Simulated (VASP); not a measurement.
An input for Quantum ESPRESSO's pw.x (written as the equivalent of a VASP run, and not itself run):

```
&CONTROL
  calculation = 'scf'
  pseudo_dir = './pseudo'
  outdir = './out'
  tprnfor = .true.
  tstress = .true.
/
&SYSTEM
  ibrav = 0
  nat = 8
  ntyp = 4
  ecutwfc = 100
  occupations = 'smearing'
  smearing = 'gaussian'
  degauss = 0.0147
  input_dft = 'pbe'
/
&ELECTRONS
  conv_thr = 7.3e-08
  electron_maxstep = 100
/
ATOMIC_SPECIES
  Lu 174.967 Lu.upf
  Bi 208.980 Bi.upf
  I 126.904 I.upf
  O 15.999 O.upf
CELL_PARAMETERS angstrom
     3.9032300    0.0000000    0.0000000
     0.0000000    3.9032300    0.0000000
     0.0000000    0.0000000   20.5652000
ATOMIC_POSITIONS crystal
  Lu   0.0000000  0.0000000  0.6434710
  Bi   0.5000000  0.5000000  0.2917550
  Bi   0.5000000  0.5000000  0.5237390
  I    0.0000000  0.0000000  0.4077470
  O    0.5000000  0.0000000  0.5787010
  O    0.5000000  0.0000000  0.7082450
  O    0.0000000  0.5000000  0.5787010
  O    0.0000000  0.5000000  0.7082450
K_POINTS automatic
  5 5 1 0 0 0
```

Q: Write the VASP files for the same calculation (PBE).

A: Several could match; the one computed here: 
INCAR:
```
SYSTEM = Bi2LuIO4
PREC = Accurate
ENCUT = 400
EDIFF = 1E-6
NELM = 100
ALGO = Normal
LREAL = .FALSE.
LASPH = .TRUE.
ISMEAR = 0
SIGMA = 0.2
GGA = PE
LMAXMIX = 6
LWAVE = .FALSE.
LCHARG = .FALSE.
ISIF = 2
```

File POSCAR:
```
Bi2LuIO4
3.903230
  1.0000000000   0.0000000000   0.0000000000
  0.0000000000   1.0000000000   0.0000000000
  0.0000000000   0.0000000000   5.2687645873
Lu Bi I O
1 2 1 4
direct
  0.0000000000   0.0000000000   0.6434710000
  0.5000000000   0.5000000000   0.2917550000
  0.5000000000   0.5000000000   0.5237390000
  0.0000000000   0.0000000000   0.4077470000
  0.5000000000   0.0000000000   0.5787010000
  0.5000000000   0.0000000000   0.7082450000
  0.0000000000   0.5000000000   0.5787010000
  0.0000000000   0.5000000000   0.7082450000
```

File KPOINTS:
```
kpoints
0
gamma
  5 5 1
0 0 0
```

POTCAR, in this order: Lu_3 Bi_d I O (PBE.64 set). Program: vasp_std.

Limits of the translation: the potentials are each code's own (VASP's PAW set, PseudoDojo norm-conserving files in pw.x), so ENCUT and ecutwfc are chosen apart and not converted; conv_thr bounds pw.x's estimated SCF error, while EDIFF bounds the energy change between steps.

The cell is a sheet with vacuum, built from a database entry that may be metastable or hypothetical.
